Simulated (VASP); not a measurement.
Set up this calculation in VASP 6.6.1, as the native input.

```yaml
Task: band structure
Functional: PBE
Potentials_or_basis: VASP PAW PBE potentials, release 64 (Ta_pv, Tl_d)
Cutoff: 600 eV
k_mesh: 7 × 7 × 7
Occupations: fermi-dirac, width 0.05 eV
Spin: no spin polarisation
Further_INCAR_settings: ALGO = Normal; EDIFF = 1e-06
```

The structure of TaTl lies in POSCAR:

```
TaTl
1.0
    3.6221205400      0.0000000000      0.0000000000
    0.0000000000      3.6221205400      0.0000000000
    0.0000000000      0.0000000000      3.6221205400
Ta Tl
1 1
Direct
    0.0000000000      0.0000000000      0.0000000000
    0.5000000000      0.5000000000      0.5000000000
```

The cell was built by a generator and needn't be a form met in nature.

These files were run (other wordings do the same):

INCAR

```
PREC = Accurate
ENCUT = 600
EDIFF = 1E-6
ISMEAR = -1
SIGMA = 0.05
LREAL = False
LASPH = True
NELM = 80
ALGO = Normal
ISIF = 2
LWAVE = False
LCHARG = False
LMAXMIX = 4
GGA = PE
```

KPOINTS

```
Automatic mesh
0
Gamma
  7 7 7
```

KPOINTS_OPT

```
path GXMGRX,MR
10
line-mode
reciprocal
 0.0000000000  0.0000000000  0.0000000000  G
 0.0000000000  0.5000000000  0.0000000000  X

 0.0000000000  0.5000000000  0.0000000000  X
 0.5000000000  0.5000000000  0.0000000000  M

 0.5000000000  0.5000000000  0.0000000000  M
 0.0000000000  0.0000000000  0.0000000000  G

 0.0000000000  0.0000000000  0.0000000000  G
 0.5000000000  0.5000000000  0.5000000000  R

 0.5000000000  0.5000000000  0.5000000000  R
 0.0000000000  0.5000000000  0.0000000000  X

 0.5000000000  0.5000000000  0.0000000000  M
 0.5000000000  0.5000000000  0.5000000000  R
```

Potentials or basis: VASP PAW PBE potentials, release 64 (Ta_pv, Tl_d).

Command:

```console
$ cat potpaw_PBE.64/Ta_pv/POTCAR potpaw_PBE.64/Tl_d/POTCAR > POTCAR
$ mpirun -np 1 vasp_std > vasp.out
```

It gave:

```yaml
Pressure: -13.5 GPa
Band_gap_along_the_path: none (metal or under the smearing width)
```

Caveat: spin-orbit coupling is left out, which moves the levels of the heavy elements.

Wall time 51 s on 1 thread of Intel(R) Xeon(R) Platinum 8375C CPU @ 2.90GHz (Ice Lake), on a shared host, peak memory 0.18 GiB.
